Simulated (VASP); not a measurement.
# LiLaTeS: structure and properties in VASP, part 4 of 5

Aim: relax LiLaTeS, then compute properties on the relaxed cell. The cell is invented: it takes the structure of a Materials Project entry for LiPrS2 (space group 123 there), with some of its atoms replaced by other elements, volume scaled by an estimate. It may not be a known or stable phase.

VASP 6.6.1, plane waves and PAW; the level of theory is named at each step.

So far. Step 4 (Single point with fields (LDA)): In this run the pressure is -0.02 GPa, small enough to go on. Step 5 (Bands along the symmetry lines (LDA)): There is no gap at this level.

### 6. Density of states (LDA)

Level of this step: LDA; plane waves and PAW (La, Te, S, Li_sv); invented cell (VASP).

A density of states needs more k-points than a total energy; ISMEAR = -5 takes tetrahedra, and LORBIT projects the states on the PAW spheres. The mesh is finer than in the run before.

INCAR reads:

```
SYSTEM = LiLaTeS
PREC = Accurate
ENCUT = 650
EDIFF = 1E-06
NELM = 100
ISMEAR = -5
SIGMA = 0.05
LREAL = .FALSE.
ALGO = Normal
GGA = CA
NBANDS = 27
LORBIT = 11
LWAVE = .FALSE.
LCHARG = .FALSE.
KPAR = 2
NEDOS = 2001
```

POSCAR reads:

```
LiLaTeS
1.0
    4.0731562989      0.0000000000      0.0000000000
    0.0000000000      4.0731562989      0.0000000000
    0.0000000000      0.0000000000      6.1913601071
La Te S Li
1 1 1 1
Direct
    0.5000000000      0.5000000000      0.5000000000
    0.5000000000      0.5000000000      0.0000000000
    0.0000000000      0.0000000000      0.5000000000
    0.0000000000      0.0000000000      0.0000000000
```

KPOINTS reads:

```
Automatic mesh
0
Gamma
8 8 6
0 0 0
```

Potentials, in the order of the species: La, Te, S and Li_sv (LDA family, release 64).

Started as:

```console
$ mpirun -np 2 vasp_std
```

The log of the run:

```text
[... set-up lines as in an earlier step ...]
 entering main loop
       N       E                     dE             d eps       ncg     rms          rms(c)
DAV:   1     0.223907201099E+03    0.22391E+03   -0.10314E+04  3334   0.131E+03
DAV:   2     0.183185471128E+02   -0.20559E+03   -0.17658E+03  3709   0.240E+02
DAV:   3    -0.191662527046E+02   -0.37485E+02   -0.34604E+02  4004   0.105E+02
DAV:   4    -0.225451936685E+02   -0.33789E+01   -0.33490E+01  5677   0.280E+01
DAV:   5    -0.226916749730E+02   -0.14648E+00   -0.14590E+00  4930   0.530E+00    0.566E+00
DAV:   6    -0.223614708769E+02    0.33020E+00   -0.72154E-01  5040   0.365E+00    0.388E+00
DAV:   7    -0.223164575382E+02    0.45013E-01   -0.15086E-01  4957   0.229E+00    0.187E+00
DAV:   8    -0.223154476876E+02    0.10099E-02   -0.23891E-02  5592   0.751E-01    0.225E-01
DAV:   9    -0.223146448948E+02    0.80279E-03   -0.25608E-03  4837   0.398E-01    0.105E-01
DAV:  10    -0.223144767308E+02    0.16816E-03   -0.43422E-04  5640   0.924E-02    0.481E-02
DAV:  11    -0.223145472318E+02   -0.70501E-04   -0.36299E-05  5125   0.298E-02    0.193E-02
DAV:  12    -0.223145724366E+02   -0.25205E-04   -0.45772E-06  5088   0.114E-02    0.597E-03
DAV:  13    -0.223145738663E+02   -0.14297E-05   -0.28031E-07  2186   0.413E-03    0.144E-03
DAV:  14    -0.223145725017E+02    0.13646E-05   -0.11841E-07  2139   0.311E-03    0.455E-04
DAV:  15    -0.223145724132E+02    0.88505E-07   -0.45277E-08  2121   0.200E-03
   1 F= -.22314572E+02 E0= -.22314572E+02  d E =0.000000E+00
 -----------------------------------------------------------------------------
|                                                                             |
|           W    W    AA    RRRRR   N    N  II  N    N   GGGG   !!!           |
|           W    W   A  A   R    R  NN   N  II  NN   N  G    G  !!!           |
|           W    W  A    A  R    R  N N  N  II  N N  N  G       !!!           |
|           W WW W  AAAAAA  RRRRR   N  N N  II  N  N N  G  GGG   !            |
|           WW  WW  A    A  R   R   N   NN  II  N   NN  G    G                |
|           W    W  A    A  R    R  N    N  II  N    N   GGGG   !!!           |
|                                                                             |
|     Tetrahedron method does not include variations of the Fermi             |
|     occupations, so forces and stress will be inaccurate. We suggest        |
|     using a different smearing scheme ISMEAR = 1 or 2 for metals in         |
|     relaxations.                                                            |
|                                                                             |
 -----------------------------------------------------------------------------
```

Elapsed: 60 s, on 2 MPI ranks of Intel Xeon 6975P-C (Granite Rapids), shared host; peak memory 0.82 GiB.

Parts of OUTCAR (step 6):

```text
   k-points           NKPTS =     60   k-points in BZ     NKDIM =     60   number of bands    NBANDS=     27

   NELECT =      26.0000    total number of electrons

 E-fermi :   5.4055

 k-point     1 :       0.0000    0.0000    0.0000
  band No.  band energies     occupation
    ...
     10       3.3018      2.00000
     11       4.7255      2.00000
     12       5.0345      2.00000
     13       5.1018      2.00000
     14       5.1018      2.21938
     15       7.5009      0.00000
     16       7.7121      0.00000
     17       7.8649      0.00000
     18       7.8649      0.00000
     19       7.9699      0.00000
    ...

  Total        0.0481853      0.0481853     -0.0910368      0.0000000      0.0000000     -0.0000000
  in kB        0.7515824      0.7515824     -1.4199704      0.0000000      0.0000000     -0.0000000
  external PRESSURE =       0.0277315 kB  Pullay stress =       0.0000000 kB

  FREE ENERGIE OF THE ION-ELECTRON SYSTEM (eV)
  ---------------------------------------------------
  free  energy   TOTEN  =       -22.3145724132 eV

  energy  without entropy=      -22.3145724132  energy(sigma->0) =      -22.31457241

[... 7 parts as in an earlier step ...]

[... 10 further parts left out ...]
```

With tetrahedra the forces and stress of a metal are not exact derivatives of the energy.

Numbers from this step:

| Property | Result |
| --- | --- |
| SCF cycles | 15 |
| irreducible k-points | 60 |
| Fermi energy | 5.405 eV |
| pressure | 0.002773 GPa |
| DOS at the Fermi level | 0.7508 states/eV/cell |

The density of states has structure finer than the step of the table below, so its rows give means over 0.5 eV, whole bins alone (the curve runs from -12.0 to 2.5 eV). Peaks (eV: height): total -11.80: 4.20, -3.10: 5.63, 2.41: 29; La f 2.41: 26.2; S p -3.70: 1.19, -3.10: 1.65, -2.67: 1.35; Te p -3.10: 0.368, -2.24: 1.04, -1.38: 0.953, -0.52: 1.13; La d -3.27: 0.311, 1.81: 0.569, 2.24: 0.596, 2.41: 0.742.

States under -12.0 eV and over 2.5 eV are left out. Density of states against energy, zero at the Fermi level; means over each step; 7 of 8 lines; values in states/eV/cell:

```csv
energy (eV),total,La f,S p,Te p,La d,La p,Te s
-11.5,1.52,0.00472,0.00147,3.4e-6,0.00926,0.195,0.00112
-11.0,0.00768,0,5.1e-6,0,1.5e-5,0.00116,5.1e-6
-10.5,0.157,4.4e-5,0,8.9e-5,0.00172,0.00126,0.0978
-10.0,2.50,0.00188,3.2e-4,0.00217,0.0170,0.0545,1.61
-9.5,1.32,0.00188,4.4e-5,0.00126,0.00497,0.0436,0.882
-9.0,0.0116,0,0,3.3e-6,1.3e-5,4.7e-4,0.00800
-8.5,0,0,0,0,0,0,0
-8.0,0,0,0,0,0,0,0
-7.5,0,0,0,0,0,0,0
-7.0,0,0,0,0,0,0,0
-6.5,0,0,0,0,0,0,0
-6.0,0,0,0,0,0,0,0
-5.5,0,0,0,0,0,0,0
-5.0,0,0,0,0,0,0,0
-4.5,0.0332,6.5e-5,0.0112,1.4e-4,0.00242,1.7e-4,5.3e-5
-4.0,1.63,0.00777,0.520,0.0447,0.116,0.0140,0.00274
-3.5,3.92,0.0239,1.15,0.219,0.260,0.0519,0.0102
-3.0,4.20,0.0430,1.27,0.264,0.235,0.110,0.00771
-2.5,3.75,0.0753,0.929,0.516,0.230,0.106,0.00678
-2.0,3.03,0.0575,0.415,0.741,0.126,0.0424,0.0115
-1.5,2.57,0.0509,0.272,0.757,0.0717,0.0262,0.0125
-1.0,2.26,0.0701,0.131,0.799,0.0628,0.0419,0.00887
-0.5,2.06,0.0464,0.0652,0.805,0.0663,0.0121,0.00806
0.0,0.751,0.0306,0.00947,0.210,0.109,8.7e-4,0.00164
0.5,0.379,0.0571,0.0108,0.00297,0.116,4.0e-4,3.0e-6
1.0,0.962,0.209,0.0182,0.00620,0.260,0.00142,0
1.5,2.18,0.917,0.0291,0.0161,0.398,0.00522,1.9e-5
2.0,11.9,9.84,0.0422,0.0525,0.417,0.0108,0.00173
```

The finer mesh and the other smearing move the Fermi level by -0.15 eV from the 6×6×4 run, one measure of the sampling error in the zero of the bands above. Of the states within 0.3 eV of the Fermi level, the largest shares in the PAW spheres are Te p 28 % and La d 14 %. The rest lies in smaller channels or between the spheres.

### 7. Volume scan with LDA, volume scale 0.94

An equation of state needs energies on both sides of the minimum, all on one mesh and cutoff.

INCAR reads:

```
SYSTEM = LiLaTeS
PREC = Accurate
ENCUT = 650
EDIFF = 1E-06
NELM = 100
ISMEAR = -1
SIGMA = 0.05
LREAL = .FALSE.
ALGO = Normal
GGA = CA
NBANDS = 19
LORBIT = 11
LWAVE = .FALSE.
LCHARG = .FALSE.
KPAR = 2
ISIF = 2
```

POSCAR reads:

```
LiLaTeS
1.0
    3.9900073290      0.0000000000      0.0000000000
    0.0000000000      3.9900073290      0.0000000000
    0.0000000000      0.0000000000      6.0649703550
La Te S Li
1 1 1 1
Direct
    0.5000000000      0.5000000000      0.5000000000
    0.5000000000      0.5000000000      0.0000000000
    0.0000000000      0.0000000000      0.5000000000
    0.0000000000      0.0000000000      0.0000000000
```

KPOINTS reads:

```
Automatic mesh
0
Gamma
6 6 4
0 0 0
```

Started as:

```console
$ mpirun -np 2 vasp_std
```

The log of the run:

```text
[... set-up lines as in an earlier step ...]
 entering main loop
       N       E                     dE             d eps       ncg     rms          rms(c)
DAV:   1     0.231553795860E+03    0.23155E+03   -0.10891E+04  1140   0.191E+03
DAV:   2     0.261217372704E+02   -0.20543E+03   -0.19402E+03  1501   0.287E+02
DAV:   3    -0.191772979702E+02   -0.45299E+02   -0.42065E+02  1756   0.144E+02
DAV:   4    -0.224245474258E+02   -0.32472E+01   -0.32093E+01  1906   0.422E+01
DAV:   5    -0.225995197941E+02   -0.17497E+00   -0.17485E+00  1813   0.832E+00    0.618E+00
DAV:   6    -0.222870326400E+02    0.31249E+00   -0.10310E+00  1621   0.513E+00    0.417E+00
DAV:   7    -0.222386313212E+02    0.48401E-01   -0.27810E-01  2013   0.348E+00    0.175E+00
DAV:   8    -0.222374525039E+02    0.11788E-02   -0.39097E-02  1952   0.131E+00    0.323E-01
DAV:   9    -0.222366683635E+02    0.78414E-03   -0.45038E-03  1970   0.625E-01    0.106E-01
DAV:  10    -0.222366558138E+02    0.12550E-04   -0.63544E-04  2024   0.163E-01    0.413E-02
DAV:  11    -0.222366601318E+02   -0.43180E-05   -0.56717E-05  1968   0.528E-02    0.225E-02
DAV:  12    -0.222366621399E+02   -0.20081E-05   -0.95061E-06  1952   0.196E-02    0.943E-03
DAV:  13    -0.222366621673E+02   -0.27370E-07   -0.96348E-07  1288   0.671E-03
   1 F= -.22236662E+02 E0= -.22232338E+02  d E =-.864911E-02
```

The job ended after 27 s (2 MPI ranks; peak memory 0.53 GiB; 52 s of CPU time).

Parts of OUTCAR (step 7):

```text
   ENCUT  =  650.0 eV  47.77 Ry    6.91 a.u.   8.29  8.29 12.61*2*pi/ulx,y,z

   NELECT =      26.0000    total number of electrons

 E-fermi :   6.1406

 k-point     1 :       0.0000    0.0000    0.0000
  band No.  band energies     occupation
    ...
     10       3.9341      2.00000
     11       5.3523      2.00000
     12       5.5242      1.99999
     13       5.6437      1.99990
     14       5.6437      1.99990
     15       8.3557      0.00000
     16       8.6099      0.00000
     17       8.6822      0.00000
     18       8.7772      0.00000
     19       8.7780      0.00000

  Total        2.4678478      2.4678478      2.5795456      0.0000000      0.0000000      0.0000000
  in kB       40.9499038     40.9499038     42.8033469      0.0000000      0.0000000      0.0000000
  external PRESSURE =      41.5677182 kB  Pullay stress =       0.0000000 kB

 POSITION                                       TOTAL-FORCE (eV/Angst)
 -----------------------------------------------------------------------------------
      1.99500      1.99500      3.03249         0.000000      0.000000      0.000000
      1.99500      1.99500      0.00000         0.000000      0.000000      0.000000
      0.00000      0.00000      3.03249         0.000000      0.000000      0.000000
      0.00000      0.00000      0.00000         0.000000      0.000000      0.000000
 -----------------------------------------------------------------------------------
    total drift:                                0.000000      0.000000      0.000000

  FREE ENERGIE OF THE ION-ELECTRON SYSTEM (eV)
  ---------------------------------------------------
  free  energy   TOTEN  =       -22.2366621673 eV

  energy  without entropy=      -22.2280130532  energy(sigma->0) =      -22.23233761

[... 3 parts as in an earlier step ...]

[... 13 further parts left out ...]
```

The scan keeps the cell's shape and the fractional positions fixed.

This step gave:

```yaml
scf_cycles: 13
bands: 19
irreducible_k_points: 30
free_energy_toten: -22.24 eV
energy_at_zero_smearing: -22.23 eV
fermi_energy: 6.141 eV
pressure: 4.157 GPa
```

The pressure here is 4.16 GPa.

### 8. Volume scan with LDA, volume scale 0.96

INCAR is that of step 7.

POSCAR reads:

```
LiLaTeS
1.0
    4.0181068980      0.0000000000      0.0000000000
    0.0000000000      4.0181068980      0.0000000000
    0.0000000000      0.0000000000      6.1076828211
La Te S Li
1 1 1 1
Direct
    0.5000000000      0.5000000000      0.5000000000
    0.5000000000      0.5000000000      0.0000000000
    0.0000000000      0.0000000000      0.5000000000
    0.0000000000      0.0000000000      0.0000000000
```

KPOINTS is that of step 7.

Started as:

```console
$ mpirun -np 2 vasp_std
```

The log of the run:

```text
[... set-up lines as in an earlier step ...]
 entering main loop
       N       E                     dE             d eps       ncg     rms          rms(c)
DAV:   1     0.230611539270E+03    0.23061E+03   -0.11046E+04  1140   0.189E+03
DAV:   2     0.231437404829E+02   -0.20747E+03   -0.19601E+03  1514   0.291E+02
DAV:   3    -0.194639413300E+02   -0.42608E+02   -0.39266E+02  1741   0.141E+02
DAV:   4    -0.225105637943E+02   -0.30466E+01   -0.30358E+01  1940   0.402E+01
DAV:   5    -0.226474433604E+02   -0.13688E+00   -0.13672E+00  1816   0.748E+00    0.599E+00
DAV:   6    -0.223275897492E+02    0.31985E+00   -0.10478E+00  1597   0.513E+00    0.408E+00
DAV:   7    -0.222824439531E+02    0.45146E-01   -0.25697E-01  2125   0.339E+00    0.179E+00
DAV:   8    -0.222811687158E+02    0.12752E-02   -0.33188E-02  1960   0.136E+00    0.309E-01
DAV:   9    -0.222803580979E+02    0.81062E-03   -0.47276E-03  1992   0.686E-01    0.107E-01
DAV:  10    -0.222803476778E+02    0.10420E-04   -0.58841E-04  1824   0.124E-01    0.462E-02
DAV:  11    -0.222803548061E+02   -0.71282E-05   -0.72011E-05  2040   0.588E-02    0.248E-02
DAV:  12    -0.222803557701E+02   -0.96399E-06   -0.10447E-05  1912   0.244E-02    0.967E-03
DAV:  13    -0.222803560048E+02   -0.23475E-06   -0.10753E-06  1296   0.693E-03
   1 F= -.22280356E+02 E0= -.22276374E+02  d E =-.796449E-02
```

It took 28 s on 2 MPI ranks; peak memory 0.55 GiB.

Parts of OUTCAR (step 8):

```text
   ENCUT  =  650.0 eV  47.77 Ry    6.91 a.u.   8.35  8.35 12.70*2*pi/ulx,y,z

   NELECT =      26.0000    total number of electrons

 E-fermi :   5.9413

 k-point     1 :       0.0000    0.0000    0.0000
  band No.  band energies     occupation
    ...
     10       3.7187      2.00000
     11       5.1324      2.00000
     12       5.3615      1.99998
     13       5.4509      1.99989
     14       5.4509      1.99989
     15       8.0659      0.00000
     16       8.3044      0.00000
     17       8.4433      0.00000
     18       8.4664      0.00000
     19       8.4666      0.00000

  Total        1.5850276      1.5850276      1.6621201      0.0000000      0.0000000      0.0000000
  in kB       25.7530078     25.7530078     27.0055816      0.0000000      0.0000000      0.0000000
  external PRESSURE =      26.1705324 kB  Pullay stress =       0.0000000 kB

 POSITION                                       TOTAL-FORCE (eV/Angst)
 -----------------------------------------------------------------------------------
      2.00905      2.00905      3.05384         0.000000      0.000000      0.000000
      2.00905      2.00905      0.00000         0.000000      0.000000      0.000000
      0.00000      0.00000      3.05384         0.000000      0.000000      0.000000
      0.00000      0.00000      0.00000         0.000000      0.000000      0.000000
 -----------------------------------------------------------------------------------
    total drift:                                0.000000      0.000000      0.000000

  FREE ENERGIE OF THE ION-ELECTRON SYSTEM (eV)
  ---------------------------------------------------
  free  energy   TOTEN  =       -22.2803560048 eV

  energy  without entropy=      -22.2723915148  energy(sigma->0) =      -22.27637376

[... 4 parts as in an earlier step ...]

[... 12 further parts left out ...]
```

Numbers from this step:

| Quantity | Value |
| --- | --- |
| free energy (TOTEN) | -22.28 eV |
| energy at zero smearing | -22.28 eV |
| Fermi energy | 5.941 eV |
| pressure | 2.617 GPa |

The pressure falls from 4.16 to 2.62 GPa.

The run ends at a pressure of 2.62 GPa.

### 9. Volume scan with LDA, volume scale 0.98

INCAR is that of step 8.

POSCAR reads:

```
LiLaTeS
1.0
    4.0458188558      0.0000000000      0.0000000000
    0.0000000000      4.0458188558      0.0000000000
    0.0000000000      0.0000000000      6.1498061027
La Te S Li
1 1 1 1
Direct
    0.5000000000      0.5000000000      0.5000000000
    0.5000000000      0.5000000000      0.0000000000
    0.0000000000      0.0000000000      0.5000000000
    0.0000000000      0.0000000000      0.0000000000
```

KPOINTS is that of step 8.

Started as:

```console
$ mpirun -np 2 vasp_std
```

The log of the run:

```text
[... set-up lines as in an earlier step ...]
 entering main loop
       N       E                     dE             d eps       ncg     rms          rms(c)
DAV:   1     0.227035949701E+03    0.22704E+03   -0.10834E+04  1148   0.185E+03
DAV:   2     0.228290710263E+02   -0.20421E+03   -0.19348E+03  1533   0.284E+02
DAV:   3    -0.196093306355E+02   -0.42438E+02   -0.39238E+02  1733   0.141E+02
DAV:   4    -0.225408706459E+02   -0.29315E+01   -0.29100E+01  1978   0.387E+01
[...]
DAV:  11    -0.223053858897E+02   -0.11308E-04   -0.70787E-05  2053   0.600E-02    0.289E-02
DAV:  12    -0.223053855101E+02    0.37958E-06   -0.15140E-05  1808   0.187E-02    0.842E-03
DAV:  13    -0.223053858155E+02   -0.30545E-06   -0.94331E-07  1317   0.830E-03
   1 F= -.22305386E+02 E0= -.22301741E+02  d E =-.728900E-02
```

Wall time 29 s (2 MPI ranks); peak memory 0.56 GiB; 55 s of CPU time.

Parts of OUTCAR (step 9):

```text
  Total        0.7609413      0.7609413      0.8090512      0.0000000      0.0000000     -0.0000000
  in kB       12.1112074     12.1112074     12.8769288      0.0000000      0.0000000     -0.0000000
  external PRESSURE =      12.3664479 kB  Pullay stress =       0.0000000 kB

 POSITION                                       TOTAL-FORCE (eV/Angst)
 -----------------------------------------------------------------------------------
      2.02291      2.02291      3.07490         0.000000      0.000000      0.000000
      2.02291      2.02291      0.00000         0.000000      0.000000      0.000000
      0.00000      0.00000      3.07490         0.000000      0.000000      0.000000
      0.00000      0.00000      0.00000         0.000000      0.000000      0.000000
 -----------------------------------------------------------------------------------
    total drift:                                0.000000      0.000000      0.000000

  FREE ENERGIE OF THE ION-ELECTRON SYSTEM (eV)
  ---------------------------------------------------
  free  energy   TOTEN  =       -22.3053858155 eV

  energy  without entropy=      -22.2980968150  energy(sigma->0) =      -22.30174132

[... 1 part as in an earlier step ...]

[... 2 further parts left out ...]
[key lines of the parts left out:]
E-fermi :   5.7481
```

The pressure falls from 2.62 to 1.24 GPa.

The run ends at a pressure of 1.24 GPa.

### 10. Volume scan with LDA, volume scale 1

INCAR is that of step 9.

POSCAR reads:

```
LiLaTeS
1.0
    4.0731562989      0.0000000000      0.0000000000
    0.0000000000      4.0731562989      0.0000000000
    0.0000000000      0.0000000000      6.1913601071
La Te S Li
1 1 1 1
Direct
    0.5000000000      0.5000000000      0.5000000000
    0.5000000000      0.5000000000      0.0000000000
    0.0000000000      0.0000000000      0.5000000000
    0.0000000000      0.0000000000      0.0000000000
```

KPOINTS is that of step 9.

Started as:

```console
$ mpirun -np 2 vasp_std
```

The log of the run:

```text
[... set-up lines as in an earlier step ...]
 entering main loop
       N       E                     dE             d eps       ncg     rms          rms(c)
DAV:   1     0.230722645504E+03    0.23072E+03   -0.10801E+04  1140   0.185E+03
DAV:   2     0.242017570504E+02   -0.20652E+03   -0.19523E+03  1527   0.283E+02
DAV:   3    -0.194926675545E+02   -0.43694E+02   -0.40234E+02  1760   0.146E+02
DAV:   4    -0.225261676613E+02   -0.30335E+01   -0.30240E+01  1951   0.400E+01
[...]
DAV:  11    -0.223135581741E+02   -0.16087E-04   -0.44924E-05  1962   0.450E-02    0.279E-02
DAV:  12    -0.223135582796E+02   -0.10548E-06   -0.19473E-05  1984   0.229E-02    0.561E-03
DAV:  13    -0.223135585077E+02   -0.22813E-06   -0.84135E-07  1352   0.741E-03
   1 F= -.22313559E+02 E0= -.22310227E+02  d E =-.666352E-02
```

Elapsed: 25 s, on 2 MPI ranks; peak memory 0.57 GiB.

From OUTCAR (step 10):

```text
  Total       -0.0252800     -0.0252800      0.0073455      0.0000000      0.0000000      0.0000000
  in kB       -0.3943107     -0.3943107      0.1145736      0.0000000      0.0000000      0.0000000
  external PRESSURE =      -0.2246826 kB  Pullay stress =       0.0000000 kB

  FREE ENERGIE OF THE ION-ELECTRON SYSTEM (eV)
  ---------------------------------------------------
  free  energy   TOTEN  =       -22.3135585077 eV

  energy  without entropy=      -22.3068949896  energy(sigma->0) =      -22.31022675

[... 3 parts as in an earlier step ...]

[... 1 further part left out ...]
[key lines of the parts left out:]
E-fermi :   5.5604
```

The pressure falls from 1.24 to -0.02 GPa.

The run ends at a pressure of -0.02 GPa.

(Part 4 of 5 ends here.)

[Lines on the potential files, build, host, timing and source positions are cut from VASP's logs without a mark.]

[Logs are printed without paths, hosts, clocks, repeated set-up lines and the standing remarks that a program may print on its own settings, such as how far it seeks lower states.]

[Hosts, paths, dates, database ids (printed as entryN), source tags and the programs' standing remarks are cut or masked in the printed files.]

[A measured line is paired with the nearest computed mode of its activity, which favours agreement.]
